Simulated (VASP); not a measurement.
Output of a VASP run:

**OUTCAR**
```
 ion  position               nearest neighbor table
   1  0.500  0.000  0.000-   5 3.45   6 3.45   5 3.45   6 3.45   4 3.48   4 3.48   3 3.48   3 3.48
                             2 3.48   2 3.48
   2  0.500  0.500  0.000-   5 3.45   6 3.45   5 3.45   6 3.45   3 3.48   3 3.48   4 3.48   4 3.48
                             1 3.48   1 3.48
   3  0.000  0.500  0.000-   5 3.45   6 3.45   5 3.45   6 3.45   2 3.48   2 3.48   1 3.48   1 3.48
                             4 3.48   4 3.48
   4  0.000  0.000  0.000-   1 3.48   1 3.48   2 3.48   2 3.48   3 3.48   3 3.48
   5  0.333  0.667  0.500-   3 3.45   3 3.45   1 3.45   1 3.45   2 3.45   2 3.45
   6  0.667  0.333  0.500-   3 3.45   3 3.45   1 3.45   1 3.45   2 3.45   2 3.45
  LATTYP: Found a hexagonal cell.
 ALAT       =     6.9512310000
 C/A-ratio  =     0.8069141998
 Subroutine PRICEL returns:
 Original cell was already a primitive cell.
 Subroutine GETGRP returns: Found 24 space group operations
The static configuration has the point symmetry D_6h.
The dynamic configuration has the point symmetry D_6h.
The overall configuration has the point symmetry D_6h.
 Subroutine INISYM returns: Found 24 space group operations
 Subroutine IBZKPT returns following result:
 Found      4 irreducible k-points:

 Following reciprocal coordinates:
            Coordinates               Weight
  0.000000  0.000000  0.000000      1.000000
  0.500000  0.000000  0.000000      3.000000
  0.000000  0.000000  0.333333      2.000000
  0.500000  0.000000  0.333333      6.000000
   k-points           NKPTS =      4   k-points in BZ     NKDIM =      4   number of bands    NBANDS=     90
   number of dos      NEDOS =    301   number of ions     NIONS =      6
   total plane-waves  NPLWV =  51200
   dimension x,y,z NGX =    40 NGY =   40 NGZ =   32
   dimension x,y,z NGXF=    80 NGYF=   80 NGZF=   64
   ions per type =               3   3
   PREC   = accura    normal or accurate (medium, high low for compatibility)
   ISTART =      0    job   : 0-new  1-cont  2-samecut
   ICHARG =      2    charge: 1-file 2-atom 10-const
   ISPIN  =      1    spin polarized calculation?
   LNONCOLLINEAR =      T non collinear calculations
   LSORBIT =      T    spin-orbit coupling
   INIWAV =      1    electr: 0-lowe 1-rand  2-diag
   ENCUT  =  300.0 eV  22.05 Ry    4.70 a.u.   9.82  9.82  7.92*2*pi/ulx,y,z
   NELM   =    100;   NELMIN=  2; NELMDL= -5     # of ELM steps
   EDIFF  = 0.1E-05   stopping-criterion for ELM
   LREAL  =      F    real-space projection
   NLSPLINE    = F    spline interpolate recip. space projectors
   LMAXMIX     =    4 max onsite mixed and CHGCAR
   VOSKOWN=      0    Vosko Wilk Nusair interpolation
   EDIFFG = 0.1E-04   stopping-criterion for IOM
   NSW    =      0    number of steps for IOM
   NBLOCK =      1;   KBLOCK =      1    inner block; outer block
   IBRION =     -1    ionic relax: 0-MD 1-quasi-New 2-CG
   NFREE  =      0    steps in history (QN), initial steepest desc. (CG)
   ISIF   =      2    stress and relaxation
   ISYM   =      2    0-nonsym 1-usesym 2-fastsym
   TEIN   =    0.0    initial temperature
   TEBEG  =    0.0;   TEEND  =   0.0 temperature during run
   SMASS  =  -3.00    Nose mass-parameter (am)
   PSTRESS=    0.0 pullay stress
   NELECT =      75.0000    total number of electrons
   EFERMI =   0.00;   METHOD = LEGACY
   ISMEAR =    -1;   SIGMA  =   0.10  broadening in eV -4-tet -1-fermi 0-gaus
   IALGO  =     38    algorithm
   LDIAG  =      T    sub-space diagonalisation (order eigenvalues)
   IMIX   =      4    mixing-type and parameters
     AMIX     =   0.40;   BMIX     =  1.00
     AMIX_MAG =   1.60;   BMIX_MAG =  1.00
     AMIN     =   0.10
   GGA     = PE    functional components
   VOSKOWN =     0    Vosko Wilk Nusair interpolation
   LHFCALC =     F    Hartree Fock is set to
   LHFONE  =     F    Hartree Fock one center treatment
   AEXX    =    0.0000 exact exchange contribution
   IVDW    =     0    specifies the selected vdW correction
   LEPSILON=     F    determine dielectric tensor
   LRPA    =     F    only Hartree local field effects (RPA)
  energy-cutoff  :      300.00
  volume of cell :      234.72
      direct lattice vectors                 reciprocal lattice vectors
...
```

**OSZICAR**
```
       N       E                     dE             d eps       ncg     rms          rms(c)
DAV:   1     0.705240447666E+03    0.70524E+03   -0.26822E+04   954   0.205E+03
DAV:   2     0.976075352381E+02   -0.60763E+03   -0.58962E+03   720   0.664E+02
DAV:   3    -0.183239064703E+02   -0.11593E+03   -0.11278E+03   840   0.190E+02
DAV:   4    -0.322366761334E+02   -0.13913E+02   -0.13652E+02  1032   0.646E+01
DAV:   5    -0.333706977450E+02   -0.11340E+01   -0.11247E+01  1072   0.132E+01    0.312E+01
DAV:   6    -0.316431505190E+02    0.17275E+01   -0.98266E+00  1060   0.767E+00    0.256E+01
DAV:   7    -0.314791673473E+02    0.16398E+00   -0.13921E+00  1024   0.656E+00    0.112E+01
DAV:   8    -0.314726265185E+02    0.65408E-02   -0.28492E-01   918   0.355E+00    0.227E+00
DAV:   9    -0.314720337833E+02    0.59274E-03   -0.43600E-02   976   0.169E+00    0.103E+00
DAV:  10    -0.314717696634E+02    0.26412E-03   -0.11124E-02   896   0.646E-01    0.223E-01
DAV:  11    -0.314718567368E+02   -0.87073E-04   -0.18472E-03  1176   0.223E-01    0.108E-01
DAV:  12    -0.314719392919E+02   -0.82555E-04   -0.34069E-04   918   0.121E-01    0.547E-02
DAV:  13    -0.314720146026E+02   -0.75311E-04   -0.69521E-05   944   0.381E-02    0.123E-02
DAV:  14    -0.314720406286E+02   -0.26026E-04   -0.16940E-05   678   0.148E-02    0.933E-03
DAV:  15    -0.314720554417E+02   -0.14813E-04   -0.14726E-05   616   0.935E-03    0.410E-03
DAV:  16    -0.314720582354E+02   -0.27936E-05   -0.44054E-06   604   0.572E-03    0.165E-03
DAV:  17    -0.314720583174E+02   -0.82073E-07   -0.55164E-07   520   0.290E-03
   1 F= -.31472058E+02 E0= -.31328777E+02  d E =-.286563E+00  mag=    -0.0000    -0.0000    -0.0000
```

### OUTCAR
```
------------------------ aborting loop because EDIFF is reached ----------------------------------------
  FORCE on cell =-STRESS in cart. coord.  units (eV):
  Direction    XX          YY          ZZ          XY          YZ          ZX
  --------------------------------------------------------------------------------------
  Total      -10.6579523    -10.6579536    -16.4218173      0.0000009      0.0000000      0.0000000
  in kB      -72.7513702    -72.7513791   -112.0956137      0.0000060      0.0000000      0.0000000
  external PRESSURE =     -85.8661210 kB  Pullay stress =       0.0000000 kB
  volume of cell :      234.72
      direct lattice vectors                 reciprocal lattice vectors
     6.951231000  0.000000000  0.000000000     0.143859411  0.083057277  0.000000000
    -3.475616000  6.019943000  0.000000000     0.000000000  0.166114530  0.000000000
     0.000000000  0.000000000  5.609047000     0.000000000  0.000000000  0.178283405
 POSITION                                       TOTAL-FORCE (eV/Angst)
 -----------------------------------------------------------------------------------
      3.47562      0.00000      0.00000        -0.000000      0.000000     -0.000000
      1.73781      3.00997      0.00000        -0.000000      0.000000     -0.000000
     -1.73781      3.00997      0.00000        -0.000000      0.000000     -0.000000
      0.00000      0.00000      0.00000        -0.000000      0.000000     -0.000000
     -0.00000      4.01330      2.80452        -0.000000      0.000000     -0.000000
      3.47562      2.00665      2.80452         0.000000     -0.000000      0.000000
 -----------------------------------------------------------------------------------
    total drift:                               -0.000000      0.000000      0.000000
  FREE ENERGIE OF THE ION-ELECTRON SYSTEM (eV)
  ---------------------------------------------------
  free  energy   TOTEN  =       -31.4720583174 eV

  energy  without entropy=      -31.1854954653  energy(sigma->0) =      -31.32877689

 total charge

# of ion       s       p       d       f       tot
--------------------------------------------------
    1        2.211   6.182   0.829   0.009   9.231
    2        2.211   6.182   0.829   0.009   9.231
    3        2.211   6.182   0.829   0.009   9.231
    4        1.195   0.931   9.960   0.000  12.086
    5        1.204   0.909   9.963   0.000  12.077
    6        1.204   0.909   9.963   0.000  12.077
--------------------------------------------------
tot         10.238  21.296  32.372   0.027  63.933

 magnetization (x)

# of ion       s       p       d       f       tot
--------------------------------------------------
    1        0.000  -0.000   0.000   0.000  -0.000
    2        0.000  -0.000   0.000   0.000   0.000
    3        0.000   0.000   0.000  -0.000   0.000
    4       -0.000  -0.000  -0.000   0.000  -0.000
    5        0.000  -0.000  -0.000   0.000  -0.000
    6        0.000   0.000   0.000   0.000   0.000
--------------------------------------------------
tot          0.000  -0.000   0.000   0.000   0.000

 magnetization (y)

# of ion       s       p       d       f       tot
--------------------------------------------------
    1       -0.000  -0.000   0.000   0.000   0.000
    2        0.000  -0.000   0.000   0.000   0.000
    3        0.000   0.000   0.000   0.000   0.000
    4        0.000   0.000   0.000   0.000   0.000
    5        0.000   0.000   0.000   0.000   0.000
    6        0.000   0.000   0.000   0.000   0.000
--------------------------------------------------
tot          0.000   0.000   0.000   0.000   0.000

 magnetization (z)

# of ion       s       p       d       f       tot
...
```
(Selected blocks of OUTCAR.)

### POSCAR
```
YGe
1
    6.9512310000     0.0000000000     0.0000000000
   -3.4756160000     6.0199430000     0.0000000000
    0.0000000000     0.0000000000     5.6090470000
Y Ge
3 3
Direct
  0.5000000000   0.0000000000   0.0000000000
  0.5000000000   0.5000000000   0.0000000000
  0.0000000000   0.5000000000   0.0000000000
  0.0000000000   0.0000000000   0.0000000000
  0.3333330000   0.6666670000   0.5000000000
  0.6666670000   0.3333330000   0.5000000000
```

Question: Write an INCAR and KPOINTS that could have produced this output.

Answer: One answer among several that fit: the input of the run itself, PBE GGA with spin-orbit coupling, plane waves, VASP's PBE PAW potentials (set 64).

**KPOINTS**
```
Automatic
0
gamma
2 2 3
0 0 0
```

INCAR:
```
ISMEAR = -1   ! Fermi-Dirac
LWAVE = .FALSE.
MAGMOM = 18*0.0
NELM = 100   ! most electronic steps
LORBIT = 11   ! lm-projected
PREC = Accurate
ALGO = Normal
GGA_COMPAT = .FALSE.
SIGMA = 0.1
EDIFF = 1E-6
ENCUT = 300   ! plane-wave cut-off (eV)
LASPH = .TRUE.   ! aspherical one-centre terms
LSORBIT = .TRUE.
LCHARG = .FALSE.
LREAL = .FALSE.
GGA = PE   ! PBE
SYSTEM = YGe
ISIF = 2
LMAXMIX = 4
LNONCOLLINEAR = .TRUE.
```

POTCAR, in this order: Y_sv Ge_d (PBE.64 set). Program: vasp_ncl.

At this cut-off the stress carries a Pulay error, which pulls relaxed volumes low.

The structure was generated: YGe was put into an ordered model structure, which need not be its known phase. The cell was not relaxed at this level. The k-mesh is coarse (spacing up to 0.52 per Å, 2π included), so the numbers may not be converged in it. The run is one of a series of settings (GGA_COMPAT = .FALSE., LNONCOLLINEAR = .TRUE., LSORBIT = .TRUE., MAGMOM = 0.0 0.0 0.0 0.0 0.0 0.0 0.0 0.0 0.0 0.0 0.0 0.0 0.0 0.0 0.0 0.0 0.0 0.0, program vasp_ncl against the base run), some of them coarse on purpose.
